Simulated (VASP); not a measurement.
**Driving VASP from ASE on YNiC2**

Do ASE scripts that read YNiC2 from different structure formats give one answer, and do several routes find one equilibrium volume? All runs use PBEsol. Left out of this account: 1 further run (self-consistent run: a reference on another mesh). The start is a computed cell from the Materials Project.

Main program and level: VASP 6.6.1; PBEsol, spin-polarised from a ferromagnetic start (one magnetic atom a cell); plane waves and PAW (Y_sv, Ni, C), in the first sound run; inputs show where later runs differ.

Report form: the programs' logs are mostly left out.

**1. Starting point**

Symmetry: Amm2, No. 38, orthorhombic system. Conventional cell: a = 3.611 Å, b = 4.486 Å, c = 5.982 Å, α = 90.00°, β = 90.00°, γ = 90.00°. Y has 8 C at 2.64 to 2.67 Å and 6 Ni at 2.95 Å nearest. Nearest to Ni lie 4 C at 1.93 to 1.98 Å and 6 Y at 2.95 Å. C has 1 C at 1.37 Å and 2 Ni at 1.93 to 1.98 Å and 4 Y at 2.64 to 2.67 Å nearest. Farther neighbours are not listed.

**2. Self-consistent run (PBEsol, through ASE)**

A single point through ASE, with the structure read from a POSCAR.

run.py

```python
import numpy as np
from ase.calculators.vasp import Vasp
from ase.io import read
from ase.dft.bandgap import bandgap

atoms = read('structure.vasp')

calc = Vasp(
    xc='pbesol',
    pp='PBE',
    prec='Accurate',
    encut=520,
    ediff=1e-06,
    nelm=100,
    ismear=-1,
    sigma=0.05,
    lreal=False,
    algo='Normal',
    nbands=23,
    ispin=2,
    lasph=True,
    lmaxmix=4,
    lorbit=11,
    lwave=False,
    lcharg=False,
    kpar=4,
    isif=2,
    pp_version='64',
    setups={'Y': '_sv', 'Ni': '', 'C': ''},
    kpts=(8, 8, 8),
    gamma=True,
    txt='vasp.out',
    magmom=[0.0, 1.0, 0.0, 0.0],
)
atoms.calc = calc

print("energy (eV):", round(atoms.get_potential_energy(), 6))
print("Fermi level (eV):", round(calc.get_fermi_level(), 4))
print("forces (eV/A):")
print(np.round(atoms.get_forces(), 4))
print("stress (GPa, Voigt, tension positive):", np.round(atoms.get_stress() * 160.21766, 3))
print("magnetic moment (muB):", round(atoms.get_magnetic_moment(), 3))
gap, p1, p2 = bandgap(calc, direct=False)
print("gap on the mesh (eV):", round(gap, 4))
```

structure.vasp

```
YNiC2
1.0
    3.6105177600      0.0000000000      0.0000000000
    0.0000000000      2.2427958100      2.9912346600
    0.0000000000     -2.2427958100      2.9912346600
Y Ni C
1 1 2
Direct
    0.0000000000      0.0031364700      0.0031364700
    0.5000000000      0.6134320900      0.6134320900
    0.5000000000      0.4558403800      0.1505910600
    0.5000000000      0.1505910600      0.4558403800
```

PAW data sets: Y_sv, Ni and C (PBE family, release 64).

On the command line:

```
$ export ASE_VASP_COMMAND="mpirun -np 4 vasp_std"
$ python run.py
```

Elapsed: 40 s, on 4 MPI ranks of AMD EPYC 9R45, shared host; peak memory 1.2 GiB.

The moments of the start collapse, so the state is non-magnetic; other starts or orders were not tried. The PAW data sets were made with PBE, which is usual practice but a small mismatch for other functionals. At this level the cell is under a tension of 3.5 GPa, so at these settings it is away from equilibrium.

This step gave:

* electronic steps: 16
* electrons: 29
* bands: 23
* irreducible k points: 105
* symmetry operations: 4
* free energy (TOTEN): -33.85 eV
* energy at zero smearing: -33.85 eV
* Fermi energy: 6.765 eV
* pressure: -3.530 GPa
* metallic: yes

The spin moment in the PAW sphere vanishes on all atoms.

Force by atom:

| atom | x (eV/Å) | y (eV/Å) | z (eV/Å) | size |
| --- | --- | --- | --- | --- |
| Y1 | 0.000 | 0.000 | -0.013 | 0.013 |
| Ni2 | 0.000 | 0.000 | 0.139 | 0.139 |
| C3 | 0.000 | 0.202 | -0.063 | 0.212 |
| C4 | 0.000 | -0.202 | -0.063 | 0.212 |

The pressure is -3.53 GPa and the largest force 0.212 eV/Å, so the cell is not at a minimum at these settings.

**3. Self-consistent run (PBEsol, through ASE), try 2**

This step: PBEsol, spin-polarised from a ferromagnetic start; plane waves and PAW (Y_sv, Ni, C) (VASP 6.6.1).

System of this step: YNiC2. The structure is orthorhombic, space group Amm2 (No. 38). Conventional cell: a = 3.611 Å, b = 4.486 Å, c = 5.982 Å, α = 90.00°, β = 90.00°, γ = 90.00°. Nearest to Y lie 8 C at 2.64 to 2.67 Å and 6 Ni at 2.95 Å. Ni has 4 C at 1.93 to 1.98 Å and 6 Y at 2.95 Å nearest. C has 1 C at 1.37 Å and 2 Ni at 1.93 to 1.98 Å and 4 Y at 2.64 to 2.67 Å nearest. Farther neighbours are not listed.

The single point through ASE, with the structure read from a CIF with its space group. The file expands to the conventional cell of 8 atoms, on a 5×5×4 mesh.

run.py, as its differences from that of step 2:

```diff
@@ -5,3 +5,3 @@
 
-atoms = read('structure.vasp')
+atoms = read('YNiC2.cif')
 
@@ -18,3 +18,3 @@
     algo='Normal',
-    nbands=23,
+    nbands=43,
     ispin=2,
@@ -29,6 +29,6 @@
     setups={'Y': '_sv', 'Ni': '', 'C': ''},
-    kpts=(8, 8, 8),
+    kpts=(5, 5, 4),
     gamma=True,
     txt='vasp.out',
-    magmom=[0.0, 1.0, 0.0, 0.0],
+    magmom=[0.0, 0.0, 1.0, 1.0, 0.0, 0.0, 0.0, 0.0],
 )
```

YNiC2.cif

```cif
data_YNiC2
_cell_length_a 3.61051776
_cell_length_b 4.48559162
_cell_length_c 5.98246932
_cell_angle_alpha 90.00000000
_cell_angle_beta 90.00000000
_cell_angle_gamma 90.00000000
_space_group_name_H-M_alt 'Amm2'
_space_group_name_Hall 'A 2 -2'
_space_group_IT_number 38
loop_
_space_group_symop_operation_xyz
'x,y,z'
'-x,-y,z'
'-x,y,z'
'x,-y,z'
'x,y+1/2,z+1/2'
'-x,-y+1/2,z+1/2'
'-x,y+1/2,z+1/2'
'x,-y+1/2,z+1/2'
loop_
_atom_site_label
_atom_site_type_symbol
_atom_site_symmetry_multiplicity
_atom_site_Wyckoff_symbol
_atom_site_fract_x
_atom_site_fract_y
_atom_site_fract_z
_atom_site_occupancy
Y1 Y 2 a 0.0000000000 0.5000000000 0.5031364700 1
Ni1 Ni 2 b 0.5000000000 0.5000000000 0.1134320900 1
C1 C 4 e 0.5000000000 0.6526246600 0.8032157200 1
```

Run time: 61 s. Hardware: 4 MPI ranks; peak memory 1.4 GiB; 3.7 min of CPU time.

The k-mesh is coarse for a metal. At this level the cell is under a tension of 3.4 GPa, so at these settings it is away from equilibrium.

This step gave:

- electronic steps: 20
- electrons: 58
- bands: 43
- irreducible k points: 27
- free energy (TOTEN): -67.7016 eV
- energy at zero smearing: -67.6879 eV
- Fermi energy: 6.766 eV
- pressure: -3.377 GPa

The spin moment in the PAW sphere vanishes on all atoms.

Force by atom:

| atom | x (eV/Å) | y (eV/Å) | z (eV/Å) | size |
| --- | --- | --- | --- | --- |
| Y1 | 0.000 | 0.000 | -0.029 | 0.029 |
| Y2 | 0.000 | 0.000 | -0.029 | 0.029 |
| Ni3 | 0.000 | 0.000 | 0.170 | 0.170 |
| Ni4 | 0.000 | 0.000 | 0.170 | 0.170 |
| C5 | 0.000 | 0.157 | -0.070 | 0.172 |
| C6 | 0.000 | -0.157 | -0.070 | 0.172 |
| C7 | 0.000 | 0.157 | -0.070 | 0.172 |
| C8 | 0.000 | -0.157 | -0.070 | 0.172 |

The energy lies +1.01 meV an atom from the first script, since this cell and mesh sample the zone at other points.

**4. Full relaxation (PBEsol, through ASE)**

This step: PBEsol, spin-polarised from a ferromagnetic start (one magnetic atom a cell); plane waves and PAW (Y_sv, Ni, C) (VASP 6.6.1).

System of this step: YNiC2. Symmetry: Amm2, No. 38, orthorhombic system. The conventional cell has a = 3.611 Å, b = 4.486 Å, c = 5.982 Å, α = 90.00°, β = 90.00°, γ = 90.00°. Y has 8 C at 2.64 to 2.67 Å and 6 Ni at 2.95 Å nearest. Nearest to Ni lie 4 C at 1.93 to 1.98 Å and 6 Y at 2.95 Å. Nearest to C lie 1 C at 1.37 Å and 2 Ni at 1.93 to 1.98 Å and 4 Y at 2.64 to 2.67 Å. Farther neighbours are not listed.

The start need not lie at this functional's minimum. ISIF = 3 frees volume, shape and positions, and EDIFFG sets the threshold on forces and stress at which the search stops.

run.py, as its differences from that of step 3:

```diff
@@ -3,3 +3,2 @@
 from ase.io import read
-from ase.dft.bandgap import bandgap
 
@@ -18,3 +17,3 @@
     algo='Normal',
-    nbands=43,
+    nbands=23,
     ispin=2,
@@ -26,9 +25,12 @@
     kpar=4,
-    isif=2,
+    ibrion=2,
+    nsw=60,
+    isif=3,
+    ediffg=-0.01,
     pp_version='64',
     setups={'Y': '_sv', 'Ni': '', 'C': ''},
-    kpts=(5, 5, 4),
+    kpts=(8, 8, 8),
     gamma=True,
     txt='vasp.out',
-    magmom=[0.0, 0.0, 1.0, 1.0, 0.0, 0.0, 0.0, 0.0],
+    magmom=[0.0, 1.0, 0.0, 0.0],
 )
@@ -42,3 +44,5 @@
 print("magnetic moment (muB):", round(atoms.get_magnetic_moment(), 3))
-gap, p1, p2 = bandgap(calc, direct=False)
-print("gap on the mesh (eV):", round(gap, 4))
+print("cell (A, degrees):", np.round(atoms.cell.cellpar(), 4))
+print("volume (A^3):", round(atoms.get_volume(), 4))
+print("positions:")
+print(np.round(atoms.get_scaled_positions(), 5))
```

YNiC2.cif

```cif
data_YNiC2
_cell_length_a 3.61051776
_cell_length_b 3.73866525
_cell_length_c 3.73866525
_cell_angle_alpha 73.72434296
_cell_angle_beta 90.00000000
_cell_angle_gamma 90.00000000
_space_group_name_H-M_alt 'P1'
_space_group_name_Hall 'P 1'
_space_group_IT_number 1
loop_
_space_group_symop_operation_xyz
'x,y,z'
loop_
_atom_site_label
_atom_site_type_symbol
_atom_site_symmetry_multiplicity
_atom_site_Wyckoff_symbol
_atom_site_fract_x
_atom_site_fract_y
_atom_site_fract_z
_atom_site_occupancy
Y1 Y 1 a 0.0000000000 0.0031364700 0.0031364700 1
Ni1 Ni 1 a 0.5000000000 0.6134320900 0.6134320900 1
C1 C 1 a 0.5000000000 0.4558403800 0.1505910600 1
C2 C 1 a 0.5000000000 0.1505910600 0.4558403800 1
```

Run time: 4.4 min. Hardware: 4 MPI ranks; peak memory 1.3 GiB; 16 min of CPU time.

The run keeps the 4 symmetry operations of its start, so it cannot find a distortion of lower symmetry.

Step by step:

| step | energy less that of the first step (eV) | largest force (eV/Å) | pressure (GPa) | volume (Å³) |
| --- | --- | --- | --- | --- |
| 1 | 0.0000 | 0.2118 | -3.53 | 48.44 |
| 2 | -0.0057 | 0.2780 | 2.87 | 46.60 |
| 3 | -0.0136 | 0.0575 | 0.00 | 47.39 |
| 4 | -0.0136 | 0.0634 | 0.00 | 47.37 |
| 5 | -0.0133 | 0.1018 | 0.61 | 47.23 |
| 6 | -0.0136 | 0.0697 | 0.17 | 47.35 |
| 7 | -0.0154 | 0.0272 | 0.23 | 47.26 |
| 8 | -0.0155 | 0.0405 | 0.15 | 47.24 |
| 9 | -0.0155 | 0.0430 | 0.18 | 47.24 |
| 10 | -0.0154 | 0.0871 | -0.28 | 47.32 |
| 11 | -0.0155 | 0.0281 | -0.03 | 47.27 |
| 12 | -0.0155 | 0.0413 | 0.03 | 47.28 |
| 13 | -0.0156 | 0.0047 | -0.02 | 47.28 |

| conventional cell, symmetrised | before | after | change |
| --- | --- | --- | --- |
| a (Å) | 3.611 | 3.556 | -1.5 % |
| b (Å) | 4.486 | 4.482 | -0.1 % |
| c (Å) | 5.982 | 5.931 | -0.9 % |
| volume (Å³/atom) | 12.11 | 11.82 | -2.4 % |

Final coordinates:

```
Y Ni C
1.0
     3.55628    0.00000    0.00000
     0.00000    3.71733   -0.01406
     0.00000    1.02832    3.57230
Y Ni C
1 1 2
Direct
  0.00000 0.00318 0.00318
  0.50000 0.61414 0.61414
  0.50000 0.45608 0.14961
  0.50000 0.14961 0.45608
```

This step gave:

```yaml
electrons: 29
bands: 23
irreducible_k_points: 105
free_energy_toten: -33.87 eV
energy_at_zero_smearing: -33.86 eV
fermi_energy: 6.972 eV
pressure: -0.01684 GPa
scf_cycles_over_all_ionic_steps: 102
```

The spin moment in the PAW sphere vanishes on all atoms.

It ends with a largest force of 0.005 eV/Å and a pressure of -0.02 GPa.

**5. Equation of state by an ASE loop (PBEsol)**

An ASE loop scales the volume and fits the energies, which gives the bulk modulus from energies alone.

run.py

```python
import numpy as np
from ase.calculators.vasp import Vasp
from ase.io import read
from ase.eos import EquationOfState
from ase.units import GPa

atoms = read('structure.vasp')

calc = Vasp(
    xc='pbesol',
    pp='PBE',
    prec='Accurate',
    encut=520,
    ediff=1e-06,
    nelm=100,
    ismear=-1,
    sigma=0.05,
    lreal=False,
    algo='Normal',
    nbands=23,
    ispin=2,
    lasph=True,
    lmaxmix=4,
    lorbit=11,
    lwave=False,
    lcharg=False,
    kpar=4,
    isif=2,
    pp_version='64',
    setups={'Y': '_sv', 'Ni': '', 'C': ''},
    kpts=(8, 8, 8),
    gamma=True,
    txt='vasp.out',
    magmom=[0.0, 1.0, 0.0, 0.0],
)
atoms.calc = calc

cell, volumes, energies = atoms.get_cell(), [], []
for x in [0.94, 0.96, 0.98, 1.0, 1.02, 1.04, 1.06]:
    atoms.set_cell(cell * x ** (1 / 3), scale_atoms=True)
    volumes.append(atoms.get_volume())
    energies.append(atoms.get_potential_energy())
    print(f"{x:.2f}  V = {volumes[-1]:.4f} A^3  E = {energies[-1]:.6f} eV")
v0, e0, b0 = EquationOfState(volumes, energies, eos="birchmurnaghan").fit()
print(f"V0 = {v0:.4f} A^3  E0 = {e0:.6f} eV  B0 = {b0 / GPa:.2f} GPa")
```

structure.vasp is that of step 2.

The job ended after 4.2 min (4 MPI ranks; peak memory 1.3 GiB; 16 min of CPU time).

The cell holds one magnetic atom, so no antiferromagnetic order fits into it.

Numbers from this step:

* bulk modulus: 195.6 GPa
* equilibrium volume of the fit: 11.90 Å³/atom

The fitted volume lies +0.67 % from the relaxed one.

**6. BFGS in ASE (PBEsol)**

Here ASE drives the relaxation and calls VASP for forces and stress at each step.

run.py

```python
import numpy as np
from ase.calculators.vasp import Vasp
from ase import Atoms
from ase.optimize import BFGS
from ase.filters import FrechetCellFilter

atoms = Atoms(['Y', 'Ni', 'C', 'C'],
              cell=[[3.61051776, 0.0, 0.0], [0.0, 2.24279581, 2.99123466], [0.0, -2.24279581, 2.99123466]],
              scaled_positions=[[0.0, 0.00313647, 0.00313647], [0.5, 0.61343209, 0.61343209], [0.5, 0.45584038, 0.15059106], [0.5, 0.15059106, 0.45584038]],
              pbc=True)

calc = Vasp(
    xc='pbesol',
    pp='PBE',
    prec='Accurate',
    encut=520,
    ediff=1e-06,
    nelm=100,
    ismear=-1,
    sigma=0.05,
    lreal=False,
    algo='Normal',
    nbands=23,
    ispin=2,
    lasph=True,
    lmaxmix=4,
    lorbit=11,
    lwave=False,
    lcharg=False,
    kpar=4,
    isif=2,
    pp_version='64',
    setups={'Y': '_sv', 'Ni': '', 'C': ''},
    kpts=(8, 8, 8),
    gamma=True,
    txt='vasp.out',
    magmom=[0.0, 1.0, 0.0, 0.0],
)
atoms.calc = calc

BFGS(FrechetCellFilter(atoms)).run(fmax=0.02, steps=30)
print("cell (A, degrees):", np.round(atoms.cell.cellpar(), 4))
print("volume (A^3):", round(atoms.get_volume(), 4))
print("energy (eV):", round(atoms.get_potential_energy(), 6))
print("Fermi level (eV):", round(calc.get_fermi_level(), 4))
print("forces (eV/A):")
print(np.round(atoms.get_forces(), 4))
print("stress (GPa, Voigt, tension positive):", np.round(atoms.get_stress() * 160.21766, 3))
print("magnetic moment (muB):", round(atoms.get_magnetic_moment(), 3))
```

It took 7 min on 4 MPI ranks; peak memory 1.2 GiB; 26 min of CPU time.

This step gave:

- optimizer steps: 10
- volume after bfgs: 11.81 Å³/atom

**7. The runs together**

| run | atoms | mesh | energy (eV/atom) | pressure (GPa) |
| --- | --- | --- | --- | --- |
| ASE, structure read from a POSCAR | 4 | 8×8×8 | -8.46199 | -3.530 |
| ASE, structure read from a CIF with its space group | 8 | 5×5×4 | -8.46098 | -3.377 |

**8. Total energy, forces and stress (PBEsol, through ASE), changed input**

This run is made with a changed input; what comes of it follows.

run.py, as its differences from that of step 6:

```diff
@@ -3,4 +3,3 @@
 from ase import Atoms
-from ase.optimize import BFGS
-from ase.filters import FrechetCellFilter
+from ase.dft.bandgap import bandgap
 
@@ -17,3 +16,3 @@
     ediff=1e-06,
-    nelm=100,
+    nelm=90,
     ismear=-1,
@@ -31,2 +30,3 @@
     isif=2,
+    icharg=11,
     pp_version='64',
@@ -40,5 +40,2 @@
 
-BFGS(FrechetCellFilter(atoms)).run(fmax=0.02, steps=30)
-print("cell (A, degrees):", np.round(atoms.cell.cellpar(), 4))
-print("volume (A^3):", round(atoms.get_volume(), 4))
 print("energy (eV):", round(atoms.get_potential_energy(), 6))
@@ -49 +46,3 @@
 print("magnetic moment (muB):", round(atoms.get_magnetic_moment(), 3))
+gap, p1, p2 = bandgap(calc, direct=False)
+print("gap on the mesh (eV):", round(gap, 4))
```

The job ended after 5.4 s (4 MPI ranks).

The input was rejected at the start.

VASP's message: “ERROR: charge density could not be read from file CHGCAR for ICHARG>10”. No number of this run is used.

Settings moved from the usual: NELM = 90 and ICHARG = 11.

**9. Summary of results**

| Quantity | Value |
| --- | --- |
| energy, ASE, structure read from a POSCAR | -8.46199 eV/atom |
| energy, ASE, structure read from a CIF with its space group | -8.46098 eV/atom |
| volume from VASP's own relaxation | 11.82 Å³/atom |
| volume from the fit of the ASE volume loop | 11.90 Å³/atom |
| volume from BFGS in ASE | 11.81 Å³/atom |

**Reading.** With the structure read from a CIF with its space group, ASE's run differs from the first script by +1.0 meV an atom, on the larger cell and its own mesh. The routes to the equilibrium volume agree within 0.74 %. VASP's relaxation keeps the plane waves of its start, while ASE starts VASP afresh at each cell, and a loop at fixed shape can't relax anything but the volume. Only the typed magnetic starts were tried, so the magnetic ground state may differ and with it the other results.

[Lines on the potential files, build, host, timing and source positions are cut from VASP's logs without a mark.]

[Logs are printed without paths, hosts, clocks, repeated set-up lines and the standing remarks that a program may print on its own settings, such as how far it seeks lower states.]

[Hosts, paths, dates, database ids (printed as entryN), source tags and the programs' standing remarks are cut or masked in the printed files.]

[A measured line is paired with the nearest computed mode of its activity, which favours agreement.]
